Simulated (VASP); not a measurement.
These are RPBE GGA, VASP's PBE PAW potentials (set 64) (plane waves; VASP 6.6.1) values and carry that method's errors.

The input files of a VASP run:

### KPOINTS
```
Regular mesh
0
gamma
 11 11 11
0 0 0
```

**POSCAR**
```
K
1
   -2.7122950061     2.7122950061     2.7122950061
    2.7122950061    -2.7122950061     2.7122950061
    2.7122950061     2.7122950061    -2.7122950061
K
1
Direct
  0.0000000000   0.0000000000   0.0000000000
```

INCAR:
```
SYSTEM = K
PREC = Accurate
ENCUT = 520
EDIFF = 1E-7
NELM = 100
ALGO = Normal
LREAL = .FALSE.
LASPH = .TRUE.
ISMEAR = -5
GGA = RP
LWAVE = .FALSE.
LCHARG = .TRUE.
LORBIT = 11
NEDOS = 601
ISIF = 2
```

POTCAR, in this order: K_sv (PBE.64 set). Program: vasp_std.

Problem. Estimate the energy per atom (σ→0), band gap (on the k-mesh).

Solution. 
```
Item                                                        Result
------------------------  ----------------------------------------
energy per atom (σ→0)                        -90.6 kJ/mol of atoms
band gap (on the k-mesh)  none (metal, semimetal or under 0.01 eV)
```

OSZICAR:
```
...
DAV:   5    -0.933430238704E+00   -0.30456E-03   -0.30441E-03  1480   0.336E-01    0.149E+00
DAV:   6    -0.936614112364E+00   -0.31839E-02   -0.14387E-03  1416   0.334E-01    0.893E-01
DAV:   7    -0.938953538514E+00   -0.23394E-02   -0.30122E-03  1184   0.548E-01    0.527E-02
DAV:   8    -0.939087759363E+00   -0.13422E-03   -0.10894E-04  1576   0.139E-01    0.118E-02
DAV:   9    -0.939094394542E+00   -0.66352E-05   -0.79018E-06  1288   0.291E-02    0.354E-03
DAV:  10    -0.939093885463E+00    0.50908E-06   -0.48311E-07  1552   0.802E-03    0.698E-04
DAV:  11    -0.939093881773E+00    0.36896E-08   -0.11279E-08  1112   0.916E-04
   1 F= -.93909388E+00 E0= -.93909388E+00  d E =0.000000E+00
```

The compound is K in the bcc structure. It was relaxed first, which changed the volume by +8 %.
